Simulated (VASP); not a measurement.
Method: PBE GGA with D4 dispersion, VASP's PBE PAW potentials (set 64) (plane waves; VASP).

VASP ran on this input.

**POSCAR**
```
PtSe2
1.0
  1.8689927576  -3.2371906653   0.0000000000
  1.8689927576   3.2371906653   0.0000000000
  0.0000000000   0.0000000000   4.7526954629
Pt Se
1 2
Cart
  0.0000000000   0.0000000000   0.0000000000
  1.8689927576   1.0790657132   1.2647700358
  1.8689927576  -1.0790657132   3.4879254271
```

**INCAR**
```
ALGO = Normal
EDIFF = 1E-7
EDIFFG = -0.01
ENCUT = 520
GGA = PE
IBRION = 2
ISIF = 4
ISMEAR = 1
IVDW = 13
LASPH = .True.
LCHARG = .False.
LMAXMIX = 6
LREAL = .False.
LWAVE = .False.
NELM = 100
NSW = 30
PREC = Accurate
SIGMA = 0.1
SYSTEM = PtSe2
```

**KPOINTS**
```
Automatic mesh
0
Gamma
9 9 7
0 0 0
```

POTCAR, in this order: Pt Se (PBE.64 set). Program: vasp_std.

What will the output report for the number of irreducible k-points (NKPTS), largest plane-wave count, number of space-group operations, FFT grid (NGX, NGY, NGZ)?

```
Item                                          Result
--------------------------------------  ------------
number of irreducible k-points (NKPTS)            69
largest plane-wave count                        1562
number of space-group operations                  12
FFT grid (NGX, NGY, NGZ)                28 × 28 × 36
```

The compound is PtSe2 in the 1T layered structure. This cell is one point of a volume scan, at 0.97 of the reference volume. Symmetry was kept, so distortions that lower it aren't found.
